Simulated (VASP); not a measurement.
The system is TaN.

```
CELL_PARAMETERS angstrom
0.00000 2.20000 2.20000
2.20000 0.00000 2.20000
2.20000 2.20000 0.00000
ATOMIC_POSITIONS crystal
Ta 0.00000 0.00000 0.00000
N 0.50000 0.50000 0.50000
```

The cell was built by a generator and needn't be a form met in nature.

| Quantity | Value |
| --- | --- |
| Program | VASP 6.6.1 |
| Task | relaxation of cell and atoms |
| Functional | PBE |
| Potentials or basis | VASP PAW PBE potentials, release 64 (Ta_pv, N) |
| Cutoff | 600 eV |
| k mesh | 4 × 4 × 4 |
| Occupations | methfessel-paxton, width 0.2 eV |
| Spin | no spin polarisation |

At the start: pressure 5.8 GPa; volume 10.65 Å³/atom.

Task: Where does the relaxation end?

Result: Over 3 steps the energy falls by 3.2 meV/atom and the volume is 10.83 Å³/atom (+1.7 %); space group Fm-3m (No. 225, to 0.05 Å).

The path:
```
step  energy change (eV)  largest force (eV/Å)  pressure (GPa)  volume (Å³)
   1              0.0000                0.0000            5.79        21.30
   2              0.0248                0.0000          -11.50        22.50
   3             -0.0065                0.0000           -0.06        21.67
```

Final structure:
```yaml
crystal:
  lattice:
    - [0.00000, 2.21266, 2.21266]
    - [2.21266, 0.00000, 2.21266]
    - [2.21266, 2.21266, 0.00000]
  atoms:
    - { symbol: Ta, position: [0.00000, 0.00000, 0.00000] }
    - { symbol: N, position: [0.50000, 0.50000, 0.50000] }
```

Caveat: the k mesh is coarse (spacing up to 0.62 Å⁻¹), so the values aren't converged.
